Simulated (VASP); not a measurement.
Write the native input for VASP 6.6.1 that does the following.

```
Task                   : relaxation of cell and atoms
Functional             : PBE
Potentials or basis    : VASP PAW PBE potentials, release 64 (Zr_sv)
Cutoff                 : 600 eV
k mesh                 : 15 × 15 × 8
Occupations            : gaussian, width 0.1 eV
Spin                   : no spin polarisation
Further INCAR settings : ALGO = Normal; EDIFF = 1e-07; IBRION = 2; EDIFFG = -0.005; NSW = 90; ISIF = 3
```

The structure of Zr lies in POSCAR:

```
Zr
1.0
    3.2392314100      0.0000000000      0.0000000000
   -1.6196157100      2.8052566900      0.0000000000
    0.0000000000      0.0000000000      5.1722200000
Zr
2
Direct
    0.3333333300      0.6666666700      0.2500000000
    0.6666666700      0.3333333300      0.7500000000
```

The input as run:

INCAR

```
SYSTEM = Zr
  ALGO = Normal
  EDIFF = 1E-7
  EDIFFG = -0.005
  ENCUT = 600
  GGA = PE
  IBRION = 2
  ISIF = 3
  ISMEAR = 0
  LASPH = .TRUE.
  LCHARG = .FALSE.
  LREAL = .FALSE.
  LWAVE = .FALSE.
  NELM = 60
  NSW = 90
  PREC = Accurate
  SIGMA = 0.1
```

KPOINTS

```
k-points
0
G
  15 15 8
  0 0 0
```

Potentials or basis: VASP PAW PBE potentials, release 64 (Zr_sv).

Launch:

```console
$ cat potpaw_PBE.64/Zr_sv/POTCAR > POTCAR
$ mpirun -np 1 vasp_std > vasp.out
```

It gave:

The relaxed volume is 23.39 Å³/atom. The relaxed cell is a = 3.232 Å, b = 3.232 Å, c = 5.171 Å, α = 90.00°, β = 90.00°, γ = 120.00°, the space group after relaxing (to 0.05 Å) is P6_3/mmc (No. 194) and the energy gained by relaxing is 0.2 meV/atom. The ionic steps are 5. The pressure after relaxing is 0.0 GPa and the band gap on the k mesh is none (metal or under the smearing width).

Run time: 3.5 min on 1 thread of AMD EPYC 9R45 (Zen 5) (shared host), peak memory 0.22 GiB.
